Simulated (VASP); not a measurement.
# What goes wrong when PtSe2 is relaxed with a bad input, part 2 of 2

Aim: see how common mistakes in a VASP relaxation show up, on PtSe2. The starting structure is a measured crystal structure from the Crystallography Open Database.

VASP 6.6.1.

Results so far: reference 19.74 Å³ an atom; a smearing far too wide 20.97 Å³ an atom.

The database entry behind the starting cell is an old determination (1929), so it need not match the best structure at ambient conditions.

## Step 5: Relaxation with too few ionic steps (continued)

Level of this step: PBEsol; plane waves and PAW (Pt, Se) (VASP).

Parts of OUTCAR (step 5):

```text
  Total       -1.1515356     -1.1515356     -1.1293769      0.0000000     -0.0000000     -0.0000000
  in kB      -29.3911653    -29.3911653    -28.8255995      0.0000000     -0.0000000     -0.0000000
  external PRESSURE =     -29.2026434 kB  Pullay stress =       0.0000000 kB

 POSITION                                       TOTAL-FORCE (eV/Angst)
 -----------------------------------------------------------------------------------
      3.77462      0.00000      0.00000         0.000000      0.000000      0.000000
      1.88731      1.08964      3.80203        -0.000000      0.000000      0.161179
     -0.00000      2.17928      1.28534         0.000000     -0.000000     -0.161179
 -----------------------------------------------------------------------------------
    total drift:                                0.000000     -0.000000     -0.000000

  FREE ENERGIE OF THE ION-ELECTRON SYSTEM (eV)
  ---------------------------------------------------
  free  energy   TOTEN  =       -15.8743092206 eV

  energy  without entropy=      -15.8738561500  energy(sigma->0) =      -15.87415820

[... 1 part as in an earlier step ...]

[... 2 further parts left out ...]
[key lines of the parts left out:]
E-fermi :   5.9862
```

The relaxation used up its 2 ionic steps (NSW) before forces and stress met EDIFFG.

## Step 6: Relaxation with the cell held fixed (ISIF = 2)

A slip made on purpose: the cell held fixed (ISIF = 2). Against step 2 the input has ISIF = 2 (also changed: NELM).

Input file INCAR:

```
SYSTEM = PtSe2
PREC = Accurate
ENCUT = 450
EDIFF = 1E-06
NELM = 60
ISMEAR = 1
SIGMA = 0.1
LREAL = .FALSE.
ALGO = Normal
GGA = PS
NBANDS = 17
LORBIT = 11
LWAVE = .FALSE.
LCHARG = .FALSE.
KPAR = 2
IBRION = 2
NSW = 50
ISIF = 2
EDIFFG = -0.01
```

Input file POSCAR:

```
PtSe2
1.0
    3.7310000000      0.0000000000      0.0000000000
   -1.8655000000      3.2311407815      0.0000000000
    0.0000000000      0.0000000000      5.0720000000
Pt Se
1 2
Direct
    0.0000000000      0.0000000000      0.0000000000
    0.6666666667      0.3333333333      0.7500000000
    0.3333333333      0.6666666667      0.2500000000
```

Input file KPOINTS:

```
Automatic mesh
0
Gamma
8 8 6
0 0 0
```

PAW data sets: Pt and Se (PBE family, release 64).

Run with:

```bash
mpirun -np 2 vasp_std
```

Output:

```text
[... set-up lines as in an earlier step ...]
 entering main loop
       N       E                     dE             d eps       ncg     rms          rms(c)
[... 12 cycles as in an earlier step ...]
   1 F= -.15879788E+02 E0= -.15879528E+02  d E =-.158798E+02
[...]
N       E                     dE             d eps       ncg     rms          rms(c)
DAV:   1    -0.158844040894E+02   -0.46157E-02   -0.27697E-01  1710   0.290E+00    0.245E-01
DAV:   2    -0.158851807047E+02   -0.77662E-03   -0.10733E-02  2142   0.608E-01    0.130E-01
DAV:   3    -0.158851504020E+02    0.30303E-04   -0.25427E-04  1939   0.152E-01    0.719E-02
DAV:   4    -0.158851393346E+02    0.11067E-04   -0.24587E-05  2048   0.475E-02    0.321E-02
DAV:   5    -0.158851371312E+02    0.22034E-05   -0.40146E-06  1819   0.140E-02    0.459E-03
DAV:   6    -0.158851369233E+02    0.20788E-06   -0.65106E-07   938   0.500E-03
   2 F= -.15885137E+02 E0= -.15884917E+02  d E =-.534855E-02
 trial-energy change:   -0.005349  1 .order   -0.005365   -0.007508   -0.003222
 step:   1.7843(harm=  1.7519)  dis= 0.02401  next Energy=   -15.886393 (dE=-0.660E-02)
[...]
N       E                     dE             d eps       ncg     rms          rms(c)
DAV:   1    -0.158858854562E+02   -0.74832E-03   -0.16977E-01  1710   0.228E+00    0.193E-01
DAV:   2    -0.158863685593E+02   -0.48310E-03   -0.65635E-03  2158   0.473E-01    0.101E-01
DAV:   3    -0.158863516497E+02    0.16910E-04   -0.14356E-04  1927   0.114E-01    0.557E-02
DAV:   4    -0.158863449421E+02    0.67076E-05   -0.14917E-05  2033   0.376E-02    0.249E-02
DAV:   5    -0.158863433334E+02    0.16088E-05   -0.23037E-06  1530   0.109E-02    0.332E-03
DAV:   6    -0.158863432073E+02    0.12610E-06   -0.36199E-07   925   0.391E-03
   3 F= -.15886343E+02 E0= -.15886145E+02  d E =-.655483E-02
[...]
reached required accuracy - stopping structural energy minimisation
```

Run time: 23 s. Hardware: 2 MPI ranks of AMD EPYC 9R45, shared host; peak memory 0.34 GiB; 44 s of CPU time.

From OUTCAR (step 6):

```text
  Total        0.1975492      0.1975492     -0.5024688      0.0000000      0.0000000      0.0000000
  in kB        5.1763717      5.1763717    -13.1661645      0.0000000      0.0000000      0.0000000
  external PRESSURE =      -0.9378070 kB  Pullay stress =       0.0000000 kB

 POSITION                                       TOTAL-FORCE (eV/Angst)
 -----------------------------------------------------------------------------------
      0.00000      0.00000      0.00000        -0.000000      0.000000      0.000000
      1.86550      1.07705      3.77999         0.000000     -0.000000      0.004227
     -0.00000      2.15409      1.29201        -0.000000      0.000000     -0.004227
 -----------------------------------------------------------------------------------
    total drift:                               -0.000000      0.000000      0.000000

  FREE ENERGIE OF THE ION-ELECTRON SYSTEM (eV)
  ---------------------------------------------------
  free  energy   TOTEN  =       -15.8863432073 eV

  energy  without entropy=      -15.8857492590  energy(sigma->0) =      -15.88614522

[... 2 parts as in an earlier step ...]

[... 2 further parts left out ...]
[key lines of the parts left out:]
E-fermi :   6.3301
```

With the cell held fixed (ISIF = 2) the cell ends at 20.382 Å³ an atom, +3.23 % from the reference, a by -0.9 % and c by +5.1 %.

## Step 7: The runs compared

| run | ended | volume (Å³/atom) | change (%) | pressure left (GPa) | core minutes |
| --- | --- | --- | --- | --- | --- |
| reference | converged | 19.744 | - | 0.01 | 2.17 |
| a functional's name that the tag doesn't take | stopped by VASP | - | - | - | 0.0533 |
| a smearing far too wide | converged | 20.966 | 6.19 | 0.0 | 2.93 |
| too few ionic steps | not converged | - | - | - | 0.587 |
| the cell held fixed (ISIF = 2) | converged | 20.382 | 3.23 | -0.09 | 0.767 |

Core minutes are wall time times ranks, summed over the relaxations behind a row (those for a bulk modulus apart), on shared hosts.

## Step 8: Summary of results

```yaml
volume_of_the_reference: 19.74 Å³/atom
volume_against_the_reference_a_smearing_far_too_wide: +6.19 %
volume_against_the_reference_the_cell_held_fixed: +3.23 %
run_with_a_functional_s_name_that_the_tag_doesn_t_take: stopped by VASP
run_with_too_few_ionic_steps: not converged
```

In words: VASP stopped by itself in the run with a functional's name that the tag doesn't take. The run with too few ionic steps didn't converge. Finished, but with signs in the output that stand out against the reference: a smearing far too wide, with the volume changed by +6.2 %, a by +0.5 % and c by +5.1 % (signs: 6.7 GPa at the first ionic step (of the first relaxations, not shown; reference: 1.4 GPa) and a large entropy term in the energy); the cell held fixed (ISIF = 2), with the volume kept at the input's, +3.2 % from the reference, a by -0.9 % and c by +5.1 % (signs: a stress of up to 1.3 GPa). The reference was restarted once and the runs with a slip weren't, so their cells may not have settled fully. Further runs on this material are not shown.

[Lines on the potential files, build, host, timing and source positions are cut from VASP's logs without a mark.]

[Logs are printed without paths, hosts, clocks, repeated set-up lines and the standing remarks that a program may print on its own settings, such as how far it seeks lower states.]

[Hosts, paths, dates, database ids (printed as entryN), source tags and the programs' standing remarks are cut or masked in the printed files.]
